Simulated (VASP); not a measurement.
Computed with modified Becke-Johnson potential (mBJ), VASP's PBE PAW potentials (set 64) (plane waves; VASP).

Input for VASP

### INCAR
```
SYSTEM = PbS
PREC = Accurate
ENCUT = 520
EDIFF = 1E-6
NELM = 200
ALGO = Normal
LREAL = .FALSE.
LASPH = .TRUE.
ISMEAR = 0
SIGMA = 0.05
METAGGA = MBJ
LMIXTAU = .TRUE.
LMAXMIX = 4
LWAVE = .FALSE.
LCHARG = .FALSE.
ISIF = 0
```

File POSCAR:
```
PbS
1
    0.0000000000     3.0024808369     3.0024808369
    3.0024808369     0.0000000000     3.0024808369
    3.0024808369     3.0024808369     0.0000000000
Pb S
1 1
Direct
  0.0000000000   0.0000000000   0.0000000000
  0.5000000000   0.5000000000   0.5000000000
```

### KPOINTS_OPT
```
k-points along high-symmetry lines
11
Line-mode
Reciprocal
  0.000000   0.000000   0.000000 ! GAMMA
  0.500000   0.000000   0.500000 ! X

  0.500000   0.000000   0.500000 ! X
  0.625000   0.250000   0.625000 ! U

  0.375000   0.375000   0.750000 ! K
  0.000000   0.000000   0.000000 ! GAMMA

  0.000000   0.000000   0.000000 ! GAMMA
  0.500000   0.500000   0.500000 ! L

  0.500000   0.500000   0.500000 ! L
  0.500000   0.250000   0.750000 ! W

  0.500000   0.250000   0.750000 ! W
  0.500000   0.000000   0.500000 ! X
```

KPOINTS:
```
Automatic mesh
0
Gamma
6 6 6
0 0 0
```

POTCAR, in this order: Pb_d S (PBE.64 set). Program: vasp_std. Read from the step before: WAVECAR.

Output of the run:

**OSZICAR**
```
       N       E                     dE             d eps       ncg     rms          rms(c)
DAV:   1     0.117847465461E+04    0.11785E+04   -0.16131E+00   618   0.136E+01    0.437E+00
DAV:   2     0.117826013352E+04   -0.21452E+00   -0.17986E+00   472   0.103E+01    0.139E+01
DAV:   3     0.117799606249E+04   -0.26407E+00   -0.18442E-01   520   0.261E+00    0.164E+01
DAV:   4     0.117795580764E+04   -0.40255E-01   -0.10954E-02   454   0.847E-01    0.170E+01
DAV:   5     0.117908003363E+04    0.11242E+01   -0.28209E-01   448   0.584E+00    0.346E+00
DAV:   6     0.117914077695E+04    0.60743E-01   -0.67927E-02   460   0.241E+00    0.539E+00
DAV:   7     0.117915828548E+04    0.17509E-01   -0.10996E-03   538   0.312E-01    0.528E+00
DAV:   8     0.117916001510E+04    0.17296E-02   -0.14742E-04   484   0.121E-01    0.530E+00
DAV:   9     0.117941114184E+04    0.25113E+00   -0.65075E-03   454   0.102E+00    0.114E+00
DAV:  10     0.117961888377E+04    0.20774E+00   -0.11107E-02   448   0.994E-01    0.225E+00
DAV:  11     0.117953465524E+04   -0.84229E-01   -0.25842E-03   502   0.461E-01    0.656E-01
DAV:  12     0.117963541435E+04    0.10076E+00   -0.77394E-03   454   0.799E-01    0.244E+00
DAV:  13     0.117958243440E+04   -0.52980E-01   -0.14418E-03   448   0.344E-01    0.865E-01
DAV:  14     0.117956402510E+04   -0.18409E-01   -0.50645E-04   448   0.244E-01    0.795E-01
DAV:  15     0.117955738157E+04   -0.66435E-02   -0.13485E-04   484   0.103E-01    0.711E-01
DAV:  16     0.117952983542E+04   -0.27546E-01   -0.18083E-04   566   0.949E-02    0.191E-01
DAV:  17     0.117951887089E+04   -0.10965E-01   -0.67015E-05   460   0.690E-02    0.112E-01
DAV:  18     0.117951874391E+04   -0.12698E-03   -0.52526E-06   538   0.234E-02    0.122E-01
DAV:  19     0.117951543681E+04   -0.33071E-02   -0.22532E-06   346   0.176E-02    0.233E-02
DAV:  20     0.117951209569E+04   -0.33411E-02   -0.24528E-06   472   0.177E-02    0.165E-02
DAV:  21     0.117951239842E+04    0.30273E-03   -0.50054E-07   242   0.652E-03    0.713E-03
DAV:  22     0.117951190618E+04   -0.49224E-03   -0.18690E-07   242   0.386E-03    0.184E-02
DAV:  23     0.117951225850E+04    0.35232E-03   -0.70551E-08   230   0.302E-03    0.671E-03
DAV:  24     0.117951261103E+04    0.35253E-03   -0.17457E-08   242   0.195E-03    0.540E-04
DAV:  25     0.117951258773E+04   -0.23299E-04   -0.12441E-08   236   0.127E-03    0.234E-03
DAV:  26     0.117951268302E+04    0.95297E-04   -0.61481E-09   242   0.720E-04    0.203E-04
DAV:  27     0.117951271085E+04    0.27826E-04   -0.22889E-09   230   0.440E-04    0.643E-05
DAV:  28     0.117951272842E+04    0.17566E-04   -0.57160E-10   224   0.316E-04    0.460E-04
DAV:  29     0.117951273137E+04    0.29488E-05   -0.21724E-10   224   0.145E-04    0.411E-04
DAV:  30     0.117951272643E+04   -0.49334E-05   -0.75984E-11   224   0.111E-04    0.285E-04
DAV:  31     0.117951271774E+04   -0.86957E-05   -0.35701E-11   224   0.531E-05    0.123E-04
DAV:  32     0.117951271603E+04   -0.17108E-05   -0.16786E-11   224   0.446E-05    0.117E-04
DAV:  33     0.117951271414E+04   -0.18902E-05    0.97775E-13   224   0.217E-05    0.784E-05
DAV:  34     0.117951271214E+04   -0.19947E-05   -0.18991E-12   224   0.195E-05    0.468E-05
DAV:  35     0.117951271125E+04   -0.89120E-06   -0.38774E-12   224   0.117E-05
   1 F= 0.11795127E+04 E0= 0.11795127E+04  d E =-.313778E-12
       N       E                     dE             ncg
       N       E                     dE             ncg
       N       E                     dE             ncg
       N       E                     dE             ncg
       N       E                     dE             ncg
```

File OUTCAR:
```
------------------------ aborting loop because EDIFF is reached ----------------------------------------
  volume of cell :       54.13
      direct lattice vectors                 reciprocal lattice vectors
     0.000000000  3.002480837  3.002480837    -0.166528956  0.166528956  0.166528956
     3.002480837  0.000000000  3.002480837     0.166528956 -0.166528956  0.166528956
     3.002480837  3.002480837  0.000000000     0.166528956  0.166528956 -0.166528956
  FREE ENERGIE OF THE ION-ELECTRON SYSTEM (eV)
  ---------------------------------------------------
  free  energy   TOTEN  =      1179.5127112491 eV

  energy  without entropy=     1179.5127112491  energy(sigma->0) =     1179.51271125

     CMBJ =    1.0000

     CMBJA=   -0.0120

     CMBJB=    1.0230

     CMBJE=    0.5000

    CMBJ =    1.2541
```
(Selected blocks of OUTCAR.)

File OUTCAR:
```
 val. band max:        5.4608804100   @ k =   0.5000   0.0000   0.0000

 cond. band min:       6.6731701540   @ k =   0.5000   0.0000   0.0000


 Fermi energy:         5.6912768530

 k-point     1 :       0.0000    0.0000    0.0000
  band No.  band energies     occupation
      1     -11.6828      2.00000
      2     -11.6828      2.00000
      3     -11.6811      2.00000
      4     -11.6811      2.00000
      5     -11.6810      2.00000
      6      -7.8222      2.00000
      7      -0.2386      2.00000
      8       3.3258      2.00000
      9       3.3258      2.00000
     10       3.3258      2.00000
     11      11.1159      0.00000
     12      11.1159      0.00000
     13      11.1166      0.00000
     14      12.8127      0.00000

 k-point     2 :       0.1667    0.0000    0.0000
  band No.  band energies     occupation
      1     -11.6883      2.00000
      2     -11.6883      2.00000
      3     -11.6798      2.00000
      4     -11.6730      2.00000
      5     -11.6729      2.00000
      6      -7.6201      2.00000
      7      -0.9604      2.00000
      8       3.3943      2.00000
      9       3.3943      2.00000
     10       3.9099      2.00000
     11       9.4741      0.00000
     12       9.9695      0.00000
     13       9.9701      0.00000
     14      12.9308      0.00000

 k-point     3 :       0.3333    0.0000    0.0000
  band No.  band energies     occupation
      1     -11.7001      2.00000
      2     -11.7001      2.00000
      3     -11.6777      2.00000
      4     -11.6562      2.00000
      5     -11.6562      2.00000
      6      -7.1255      2.00000
      7      -2.1933      2.00000
      8       3.5615      2.00000
      9       3.5616      2.00000
     10       4.8599      2.00000
     11       7.5998      0.00000
     12       8.5753      0.00000
     13       8.5760      0.00000
     14      13.6823      0.00000

 k-point     4 :       0.5000    0.0000    0.0000
  band No.  band energies     occupation
...
```

mBJ is a potential without an energy functional, so only the levels count. Unless said otherwise, spin-orbit coupling is left out, though it shifts the bands of the heavy elements here.

The compound is PbS in the rock salt structure. It was relaxed first. The cell's shape comes from a PBE relaxation.
